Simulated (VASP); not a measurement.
# Lattice of Nb3Sn across functionals and dispersion corrections, part 2 of 4

Aim: relax Nb3Sn at several levels and hold each cell against experiment. The start is a cell from a database of measured crystal structures.

VASP 6.6.1, plane waves and PAW; the level of theory is named at each step.

Still holding for the runs below: The k-mesh is coarse for a metal.

So far. Step 2 (Relaxation with LDA): It ends with forces that vanish by symmetry and a pressure of -0.01 GPa. The volume lies -3.5 % from that of the database's start, which holds the thermal and zero-point expansion of its experiment. LDA is known to overbind. The conventional cell has a = 5.219 Å.

## 3. Relaxation with PBEsol

This step: PBEsol; plane waves and PAW (Nb_sv, Sn_d) (VASP 6.6.1).

PBEsol restores the gradient expansion of exchange and is tuned for the cells of solids.

Contents of INCAR:

```
SYSTEM = Nb3Sn
PREC = Accurate
ENCUT = 520
EDIFF = 1E-06
NELM = 100
ISMEAR = -1
SIGMA = 0.05
LREAL = .FALSE.
ALGO = Normal
GGA = PS
NBANDS = 65
LASPH = .TRUE.
LORBIT = 11
LWAVE = .FALSE.
LCHARG = .FALSE.
KPAR = 8
IBRION = 2
NSW = 60
ISIF = 3
EDIFFG = -0.01
```

Contents of POSCAR:

```
Nb3Sn
1.0
    5.2821000000      0.0000000000      0.0000000000
    0.0000000000      5.2821000000      0.0000000000
    0.0000000000      0.0000000000      5.2821000000
Nb Sn
6 2
Direct
    0.2500000000      0.0000000000      0.5000000000
    0.5000000000      0.7500000000      0.0000000000
    0.7500000000      0.0000000000      0.5000000000
    0.5000000000      0.2500000000      0.0000000000
    0.0000000000      0.5000000000      0.7500000000
    0.0000000000      0.5000000000      0.2500000000
    0.0000000000      0.0000000000      0.0000000000
    0.5000000000      0.5000000000      0.5000000000
```

Contents of KPOINTS:

```
Automatic mesh
0
Gamma
4 4 4
0 0 0
```

The projector-augmented-wave data sets are Nb_sv and Sn_d (PBE family, release 64).

Launch:

```
$ mpirun -np 8 vasp_std
```

The program printed:

```text
[banner, memory and clock lines left out]
running    8 mpi-ranks, on    1 nodes
 distrk:  each k-point on    1 cores,    8 groups
 distr:  one band on    1 cores,    1 groups

 POSCAR found type information on POSCAR NbSn
 POSCAR found :  2 types and       8 ions
 [... a notice as in an earlier step ...]

 [... a notice as in an earlier step ...]

 LDA part: xc-table for (Slater+PW92), standard interpolation
 POSCAR, INCAR and KPOINTS ok, starting setup
 FFT: planning ... GRIDC
 FFT: planning ... GRID_SOFT
 FFT: planning ... GRID
 WAVECAR not read
 entering main loop
       N       E                     dE             d eps       ncg     rms          rms(c)
DAV:   1     0.180017721246E+04    0.18002E+04   -0.51172E+04  1380   0.220E+03
DAV:   2     0.215872034112E+03   -0.15843E+04   -0.15451E+04  1300   0.819E+02
DAV:   3    -0.456699657891E+02   -0.26154E+03   -0.25071E+03  1743   0.277E+02
DAV:   4    -0.769336363725E+02   -0.31264E+02   -0.30259E+02  2000   0.851E+01
DAV:   5    -0.794179216651E+02   -0.24843E+01   -0.24659E+01  2359   0.211E+01    0.183E+01
DAV:   6    -0.763109645789E+02    0.31070E+01   -0.97170E+00  1904   0.154E+01    0.596E+00
DAV:   7    -0.760052806526E+02    0.30568E+00   -0.20008E+00  2040   0.692E+00    0.262E+00
DAV:   8    -0.759999526437E+02    0.53280E-02   -0.23694E-01  2120   0.255E+00    0.578E-01
DAV:   9    -0.760005221817E+02   -0.56954E-03   -0.37133E-02  2056   0.105E+00    0.337E-01
DAV:  10    -0.760010127170E+02   -0.49054E-03   -0.54600E-03  2128   0.350E-01    0.575E-02
DAV:  11    -0.760009885030E+02    0.24214E-04   -0.49052E-04  1824   0.127E-01    0.266E-02
DAV:  12    -0.760009767027E+02    0.11800E-04   -0.63907E-05  2128   0.445E-02    0.471E-03
DAV:  13    -0.760009767495E+02   -0.46799E-07   -0.50321E-06  1448   0.123E-02
   1 F= -.76000977E+02 E0= -.75951602E+02  d E =-.760010E+02
 curvature:   0.00 expect dE= 0.000E+00 dE for cont linesearch  0.000E+00
 trial: gam= 0.00000 g(F)=  0.840E-52 g(S)=  0.122E+00 ort = 0.000E+00 (trialstep = 0.100E+01)
 search vector abs. value=  0.122E+00
 bond charge predicted
       N       E                     dE             d eps       ncg     rms          rms(c)
DAV:   1    -0.778848354554E+02   -0.18839E+01   -0.68449E+01  1332   0.659E+01    0.964E+00
DAV:   2    -0.764625167386E+02    0.14223E+01   -0.70189E+00  1611   0.208E+01    0.518E+00
DAV:   3    -0.759328741291E+02    0.52964E+00   -0.39428E+00  1948   0.115E+01    0.316E+00
DAV:   4    -0.759187248492E+02    0.14149E-01   -0.45021E-01  1814   0.326E+00    0.125E+00
DAV:   5    -0.759360618333E+02   -0.17337E-01   -0.47308E-02  2151   0.100E+00    0.959E-01
DAV:   6    -0.759432844700E+02   -0.72226E-02   -0.15819E-02  1984   0.499E-01    0.379E-01
DAV:   7    -0.759455256538E+02   -0.22412E-02   -0.92386E-03  2151   0.326E-01    0.624E-02
DAV:   8    -0.759454883747E+02    0.37279E-04   -0.83355E-04  1952   0.132E-01    0.706E-02
DAV:   9    -0.759455070048E+02   -0.18630E-04   -0.10037E-04  1912   0.594E-02    0.134E-02
DAV:  10    -0.759455054546E+02    0.15502E-05   -0.21491E-05  1816   0.216E-02    0.513E-03
DAV:  11    -0.759455055736E+02   -0.11898E-06   -0.11664E-06  1048   0.726E-03
   2 F= -.75945506E+02 E0= -.75900117E+02  d E =0.554712E-01
 trial-energy change:    0.055471  1 .order    0.058087   -0.122279    0.238452
 step:   0.3489(harm=  0.3390)  dis= 0.00000  next Energy=   -76.022417 (dE=-0.214E-01)
 bond charge predicted
       N       E                     dE             d eps       ncg     rms          rms(c)
DAV:   1    -0.768033618389E+02   -0.85786E+00   -0.29223E+01  1350   0.447E+01    0.580E+00
DAV:   2    -0.762592592363E+02    0.54410E+00   -0.30942E+00  1645   0.132E+01    0.347E+00
DAV:   3    -0.760212402164E+02    0.23802E+00   -0.17897E+00  1920   0.763E+00    0.187E+00
DAV:   4    -0.760119803209E+02    0.92599E-02   -0.20051E-01  1762   0.209E+00    0.697E-01
DAV:   5    -0.760194370493E+02   -0.74567E-02   -0.20752E-02  2117   0.689E-01    0.609E-01
DAV:   6    -0.760213647416E+02   -0.19277E-02   -0.46252E-03  1836   0.282E-01    0.378E-01
DAV:   7    -0.760225652583E+02   -0.12005E-02   -0.70425E-03  2021   0.334E-01    0.786E-02
DAV:   8    -0.760226907134E+02   -0.12546E-03   -0.83864E-04  1894   0.139E-01    0.456E-02
DAV:   9    -0.760226898715E+02    0.84196E-06   -0.47919E-05  2127   0.343E-02    0.123E-02
DAV:  10    -0.760226870822E+02    0.27893E-05   -0.90405E-06  1509   0.143E-02    0.522E-03
DAV:  11    -0.760226873342E+02   -0.25206E-06   -0.60308E-07   918   0.583E-03
   3 F= -.76022687E+02 E0= -.75974739E+02  d E =-.217106E-01
 curvature:  -0.17 expect dE=-0.288E-05 dE for cont linesearch -0.288E-05
 trial: gam=-0.01165 g(F)=  0.135E-48 g(S)=  0.170E-04 ort = 0.144E-02 (trialstep = 0.870E+00)
 search vector abs. value=  0.247E-08
 reached required accuracy - stopping structural energy minimisation
```

It took 40 s on 8 MPI ranks of Intel Xeon 6975P-C (Granite Rapids), shared host; peak memory 2.5 GiB.

From OUTCAR (step 3):

```text
 Found     10 irreducible k-points:

   NELECT =     106.0000    total number of electrons

 E-fermi :  11.5676

 k-point     1 :       0.0000    0.0000    0.0000
  band No.  band energies     occupation
    ...
     50      10.9869      1.99998
     51      10.9869      1.99998
     52      10.9869      1.99998
     53      11.4718      1.74334
     54      11.4718      1.74334
     55      13.9691      0.00000
     56      13.9691      0.00000
     57      13.9691      0.00000
     58      14.0833      0.00000
     59      15.1137      0.00000
    ...

 k-point     2 :       0.2500    0.0000    0.0000
  band No.  band energies     occupation
    ...
     50      10.9340      1.99999
     51      11.0159      1.99997
     52      11.0159      1.99997
     53      11.5461      1.21095
     54      11.5523      1.15127
     55      13.2754      0.00000
     56      13.7853      0.00000
     57      13.7853      0.00000
     58      14.5500      0.00000
     59      14.5721      0.00000
    ...

  Total       -0.0306606     -0.0306606     -0.0306606     -0.0000000      0.0000000     -0.0000000
  in kB       -0.3388576     -0.3388576     -0.3388576     -0.0000000      0.0000000     -0.0000000
  external PRESSURE =      -0.3388576 kB  Pullay stress =       0.0000000 kB

  energy-cutoff  :      520.00
  volume of cell :      144.97
      direct lattice vectors                 reciprocal lattice vectors
     5.253210558  0.000000000 -0.000000000     0.190359779 -0.000000000  0.000000000
     0.000000000  5.253210558 -0.000000000    -0.000000000  0.190359779 -0.000000000
    -0.000000000  0.000000000  5.253210558     0.000000000  0.000000000  0.190359779

 POSITION                                       TOTAL-FORCE (eV/Angst)
 -----------------------------------------------------------------------------------
      1.31330      0.00000      2.62661        -0.000000     -0.000000      0.000000
      2.62661      3.93991     -0.00000        -0.000000     -0.000000      0.000000
      3.93991      0.00000      2.62661         0.000000     -0.000000     -0.000000
      2.62661      1.31330     -0.00000         0.000000      0.000000      0.000000
      0.00000      2.62661      3.93991        -0.000000      0.000000     -0.000000
      0.00000      2.62661      1.31330        -0.000000     -0.000000     -0.000000
      0.00000      0.00000      0.00000        -0.000000      0.000000     -0.000000
      2.62661      2.62661      2.62661        -0.000000      0.000000     -0.000000
 -----------------------------------------------------------------------------------
    total drift:                                0.000000     -0.000000      0.000000

  FREE ENERGIE OF THE ION-ELECTRON SYSTEM (eV)
  ---------------------------------------------------
  free  energy   TOTEN  =       -76.0226873342 eV

  energy  without entropy=      -75.9267906551  energy(sigma->0) =      -75.97473899

 total charge
# of ion       s       p       d       tot
------------------------------------------
    1        2.188   6.000   2.532  10.720
    2        2.188   6.000   2.532  10.720
    3        2.188   6.000   2.532  10.720
    4        2.188   6.000   2.532  10.720
    5        2.188   6.000   2.532  10.720
    6        2.188   6.000   2.532  10.720
    7        1.088   1.475  10.066  12.629
    8        1.088   1.475  10.066  12.629
--------------------------------------------------
tot         15.306  38.951  35.323  89.581

[... 9 parts as in an earlier step ...]

[... 5 further parts left out ...]
```

The PAW data sets were made with PBE, which is usual practice but a small mismatch for other functionals.

The steps of the relaxation:

```tsv
step	energy less that of the first step (eV)	largest force (eV/Å)	pressure (GPa)	volume (Å³)
1	0.0000	0.0000	-2.83	147.37
2	0.0555	0.0000	5.78	140.55
3	-0.0217	0.0000	-0.03	144.97
```

```tsv
conventional cell, symmetrised	before	after	change
a (Å)	5.282	5.253	-0.5 %
b (Å)	5.282	5.253	-0.5 %
c (Å)	5.282	5.253	-0.5 %
volume (Å³/atom)	18.42	18.12	-1.6 %
```

The relaxed structure:

```xyz
8
Lattice="5.2532 0.0000 0.0000 0.0000 5.2532 0.0000 0.0000 0.0000 5.2532" Properties=species:S:1:pos:R:3 pbc="T T T"
Nb    1.3133    0.0000    2.6266
Nb    2.6266    3.9399    0.0000
Nb    3.9399    0.0000    2.6266
Nb    2.6266    1.3133    0.0000
Nb    0.0000    2.6266    3.9399
Nb    0.0000    2.6266    1.3133
Sn    0.0000    0.0000    0.0000
Sn    2.6266    2.6266    2.6266
```

Numbers from this step:

- free energy (TOTEN): -76.0227 eV
- energy at zero smearing: -75.9747 eV
- Fermi energy: 11.57 eV
- pressure: -0.03389 GPa
- SCF cycles over all ionic steps: 35

It ends at 18.12 Å³/atom, -1.6 % from the start, with -0.03 GPa left. The conventional cell has a = 5.253 Å.

## 4. Relaxation with PBE

This step: PBE; plane waves and PAW (Nb_sv, Sn_d) (VASP 6.6.1).

PBE, the usual starting point, adds the gradient of the density.

INCAR, as its differences from that of step 3:

```diff
@@ -9,3 +9,3 @@
 ALGO = Normal
-GGA = PS
+GGA = PE
 NBANDS = 65
```

POSCAR is that of step 3.

KPOINTS is that of step 3.

Launch:

```
$ mpirun -np 8 vasp_std
```

The program printed:

```text
[banner, memory and clock lines left out]
running    8 mpi-ranks, on    1 nodes
[...]
[... a notice as in an earlier step ...]

 LDA part: xc-table for (Slater+PW92), standard interpolation
 POSCAR, INCAR and KPOINTS ok, starting setup
[...]
entering main loop
       N       E                     dE             d eps       ncg     rms          rms(c)
DAV:   1     0.181763193611E+04    0.18176E+04   -0.51123E+04  1380   0.220E+03
DAV:   2     0.223447393240E+03   -0.15942E+04   -0.15553E+04  1300   0.826E+02
DAV:   3    -0.390516577302E+02   -0.26250E+03   -0.25129E+03  1743   0.278E+02
DAV:   4    -0.708326646244E+02   -0.31781E+02   -0.30968E+02  2024   0.855E+01
[...]
DAV:  11    -0.704041982575E+02    0.62775E-04   -0.51170E-04  1808   0.126E-01    0.226E-02
DAV:  12    -0.704041849636E+02    0.13294E-04   -0.57934E-05  2047   0.410E-02    0.555E-03
DAV:  13    -0.704041851703E+02   -0.20676E-06   -0.52874E-06  1464   0.131E-02
   1 F= -.70404185E+02 E0= -.70354610E+02  d E =-.704042E+02
[...]
DAV:  11    -0.703538599372E+02   -0.11258E-05   -0.13969E-06  1088   0.727E-03    0.496E-03
DAV:  12    -0.703538604448E+02   -0.50758E-06   -0.49192E-07   944   0.450E-03
   2 F= -.70353860E+02 E0= -.70300783E+02  d E =0.503247E-01
 trial-energy change:    0.050325  1 .order    0.047233   -0.137993    0.232459
 step:   0.3609(harm=  0.3725)  dis= 0.00000  next Energy=   -70.428944 (dE=-0.248E-01)
[...]
N       E                     dE             d eps       ncg     rms          rms(c)
DAV:   1    -0.713052717281E+02   -0.95141E+00   -0.30780E+01  1348   0.438E+01    0.622E+00
DAV:   2    -0.706498304931E+02    0.65544E+00   -0.30955E+00  1588   0.134E+01    0.335E+00
DAV:   3    -0.704280498841E+02    0.22178E+00   -0.18094E+00  1918   0.761E+00    0.202E+00
DAV:   4    -0.704170930803E+02    0.10957E-01   -0.20700E-01  1753   0.219E+00    0.792E-01
[...]
DAV:   8    -0.704284867217E+02    0.11981E-04   -0.34061E-04  2007   0.817E-02    0.372E-02
DAV:   9    -0.704284965225E+02   -0.98009E-05   -0.32195E-05  2024   0.312E-02    0.842E-03
DAV:  10    -0.704284966273E+02   -0.10479E-06   -0.62492E-06  1423   0.112E-02
   3 F= -.70428497E+02 E0= -.70377484E+02  d E =-.243115E-01
[...]
reached required accuracy - stopping structural energy minimisation
```

The job ended after 34 s (8 MPI ranks; peak memory 2.5 GiB).

OUTCAR, selected parts (step 4):

```text
  Total       -0.0153812     -0.0153812     -0.0153812     -0.0000000     -0.0000000      0.0000000
  in kB       -0.1642373     -0.1642373     -0.1642373     -0.0000000     -0.0000000      0.0000000
  external PRESSURE =      -0.1642373 kB  Pullay stress =       0.0000000 kB

 POSITION                                       TOTAL-FORCE (eV/Angst)
 -----------------------------------------------------------------------------------
      1.32846     -0.00000      2.65693        -0.000000      0.000000      0.000000
      2.65693      3.98539     -0.00000         0.000000      0.000000      0.000000
      3.98539      0.00000      2.65693         0.000000     -0.000000     -0.000000
      2.65693      1.32846     -0.00000        -0.000000     -0.000000     -0.000000
     -0.00000      2.65693      3.98539         0.000000      0.000000     -0.000000
      0.00000      2.65693      1.32846        -0.000000      0.000000      0.000000
      0.00000      0.00000     -0.00000         0.000000     -0.000000      0.000000
      2.65693      2.65693      2.65693         0.000000     -0.000000      0.000000
 -----------------------------------------------------------------------------------
    total drift:                                0.000000     -0.000000      0.000000

  FREE ENERGIE OF THE ION-ELECTRON SYSTEM (eV)
  ---------------------------------------------------
  free  energy   TOTEN  =       -70.4284966273 eV

  energy  without entropy=      -70.3264723711  energy(sigma->0) =      -70.37748450

[... 2 parts as in an earlier step ...]

[... 2 further parts left out ...]
[key lines of the parts left out:]
E-fermi :  11.2294
```

The steps of the relaxation:

```tsv
step	energy less that of the first step (eV)	largest force (eV/Å)	pressure (GPa)	volume (Å³)
1	0.0000	0.0000	3.00	147.37
2	0.0503	0.0000	-4.81	154.86
3	-0.0243	0.0000	-0.02	150.05
```

```tsv
conventional cell, symmetrised	before	after	change
a (Å)	5.282	5.314	+0.6 %
b (Å)	5.282	5.314	+0.6 %
c (Å)	5.282	5.314	+0.6 %
volume (Å³/atom)	18.42	18.76	+1.8 %
```

The relaxed structure:

```
Nb Sn
1.0
     5.31385    0.00000    0.00000
     0.00000    5.31385    0.00000
     0.00000    0.00000    5.31385
Nb Sn
6 2
Cartesian
  1.3285 0.0000 2.6569
  2.6569 3.9854 0.0000
  3.9854 0.0000 2.6569
  2.6569 1.3285 0.0000
  0.0000 2.6569 3.9854
  0.0000 2.6569 1.3285
  0.0000 0.0000 0.0000
  2.6569 2.6569 2.6569
```

It ends at 18.76 Å³/atom, +1.8 % from the start, with -0.02 GPa left. The conventional cell has a = 5.314 Å.

## 5. Relaxation with r2SCAN

This step: r2SCAN; plane waves and PAW (Nb_sv, Sn_d) (VASP 6.6.1).

r2SCAN adds the kinetic-energy density, costs more than a GGA and is run with LASPH.

INCAR, as its differences from that of step 4:

```diff
@@ -9,5 +9,5 @@
 ALGO = Normal
-GGA = PE
+METAGGA = R2SCAN
+LASPH = .TRUE.
 NBANDS = 65
-LASPH = .TRUE.
 LORBIT = 11
```

POSCAR is that of step 4.

KPOINTS is that of step 4.

Launch:

```
$ mpirun -np 8 vasp_std
```

The program printed:

```text
[banner, memory and clock lines left out]
running    8 mpi-ranks, on    1 nodes
[...]
[... a notice as in an earlier step ...]

 [... a notice as in an earlier step ...]

 LDA part: xc-table for (None), standard interpolation
 POSCAR, INCAR and KPOINTS ok, starting setup
[...]
entering main loop
       N       E                     dE             d eps       ncg     rms          rms(c)
DAV:   1     0.169988884800E+04    0.16999E+04   -0.52441E+04  1380   0.226E+03
DAV:   2     0.658791253644E+02   -0.16340E+04   -0.15921E+04  1316   0.843E+02
DAV:   3    -0.204839374792E+03   -0.27072E+03   -0.25865E+03  1742   0.285E+02
DAV:   4    -0.240059211759E+03   -0.35220E+02   -0.34191E+02  1976   0.892E+01
[...]
DAV:  12    -0.200382208135E+03    0.89071E-05   -0.54352E-05  2000   0.424E-02    0.122E-02
DAV:  13    -0.200382206169E+03    0.19659E-05   -0.57711E-06  1472   0.155E-02    0.628E-03
DAV:  14    -0.200382205579E+03    0.58978E-06   -0.88390E-07  1064   0.824E-03
[...]
DAV:  12    -0.200361898486E+03    0.12052E-05   -0.32456E-07   919   0.443E-03    0.130E-03
DAV:  13    -0.200361898715E+03   -0.22936E-06   -0.16440E-07   912   0.251E-03
   2 F= -.20036190E+03 E0= -.20031105E+03  d E =0.203069E-01
 trial-energy change:    0.020307  1 .order    0.019596   -0.049259    0.088451
 step:   0.3506(harm=  0.3577)  dis= 0.00000  next Energy=  -200.390811 (dE=-0.861E-02)
[...]
N       E                     dE             d eps       ncg     rms          rms(c)
DAV:   1    -0.200675513910E+03   -0.31362E+00   -0.11220E+01  1332   0.273E+01    0.360E+00
DAV:   2    -0.200472958103E+03    0.20256E+00   -0.11044E+00  1566   0.793E+00    0.201E+00
DAV:   3    -0.200389158874E+03    0.83799E-01   -0.57860E-01  1904   0.444E+00    0.106E+00
DAV:   4    -0.200386943433E+03    0.22154E-02   -0.59995E-02  1733   0.115E+00    0.396E-01
[...]
DAV:   8    -0.200390705644E+03    0.12636E-04   -0.10377E-04  1991   0.470E-02    0.197E-02
DAV:   9    -0.200390708850E+03   -0.32065E-05   -0.16785E-05  1854   0.219E-02    0.597E-03
DAV:  10    -0.200390708486E+03    0.36401E-06   -0.12371E-06  1022   0.646E-03
   3 F= -.20039071E+03 E0= -.20034055E+03  d E =-.850291E-02
[...]
reached required accuracy - stopping structural energy minimisation
```

It took 1.8 min on 8 MPI ranks; peak memory 2.6 GiB; 13 min of CPU time.

OUTCAR, selected parts (step 5):

```text
  Total       -0.0028924     -0.0028924     -0.0028924      0.0000000      0.0000000      0.0000000
  in kB       -0.0311179     -0.0311179     -0.0311179      0.0000000      0.0000000      0.0000000
  external PRESSURE =      -0.0311179 kB  Pullay stress =       0.0000000 kB

 POSITION                                       TOTAL-FORCE (eV/Angst)
 -----------------------------------------------------------------------------------
      1.32513     -0.00000      2.65027        -0.000000     -0.000000      0.000000
      2.65027      3.97540      0.00000        -0.000000     -0.000000     -0.000000
      3.97540     -0.00000      2.65027         0.000000      0.000000     -0.000000
      2.65027      1.32513     -0.00000         0.000000      0.000000     -0.000000
      0.00000      2.65027      3.97540         0.000000      0.000000      0.000000
     -0.00000      2.65027      1.32513         0.000000     -0.000000      0.000000
      0.00000      0.00000     -0.00000         0.000000      0.000000      0.000000
      2.65027      2.65027      2.65027         0.000000      0.000000      0.000000
 -----------------------------------------------------------------------------------
    total drift:                                0.000000     -0.000000      0.000000

  FREE ENERGIE OF THE ION-ELECTRON SYSTEM (eV)
  ---------------------------------------------------
  free  energy   TOTEN  =      -200.3907084864 eV

  energy  without entropy=     -200.2903896901  energy(sigma->0) =     -200.34054909

[... 2 parts as in an earlier step ...]

[... 2 further parts left out ...]
[key lines of the parts left out:]
E-fermi :  11.3207
```

Step by step:

```tsv
step	energy less that of the first step (eV)	largest force (eV/Å)	pressure (GPa)	volume (Å³)
1	0.0000	0.0000	1.79	147.37
2	0.0203	0.0000	-3.13	151.82
3	-0.0085	0.0000	0.00	148.92
```

```tsv
conventional cell, symmetrised	before	after	change
a (Å)	5.282	5.301	+0.3 %
b (Å)	5.282	5.301	+0.3 %
c (Å)	5.282	5.301	+0.3 %
volume (Å³/atom)	18.42	18.62	+1.1 %
```

The relaxed structure:

```
Nb Sn
1.0
     5.30053    0.00000    0.00000
     0.00000    5.30053    0.00000
     0.00000    0.00000    5.30053
Nb Sn
6 2
Direct
  0.25000 0.00000 0.50000
  0.50000 0.75000 0.00000
  0.75000 0.00000 0.50000
  0.50000 0.25000 0.00000
  0.00000 0.50000 0.75000
  0.00000 0.50000 0.25000
  0.00000 0.00000 0.00000
  0.50000 0.50000 0.50000
```

It ends at 18.62 Å³/atom, +1.1 % from the start, with 0.00 GPa left. The conventional cell has a = 5.301 Å.

(Part 2 of 4 ends here.)

[Lines on the potential files, build, host, timing and source positions are cut from VASP's logs without a mark.]

[Logs are printed without paths, hosts, clocks, repeated set-up lines and the standing remarks that a program may print on its own settings, such as how far it seeks lower states.]

[Hosts, paths, dates, database ids (printed as entryN), source tags and the programs' standing remarks are cut or masked in the printed files.]

[A measured line is paired with the nearest computed mode of its activity, which favours agreement.]
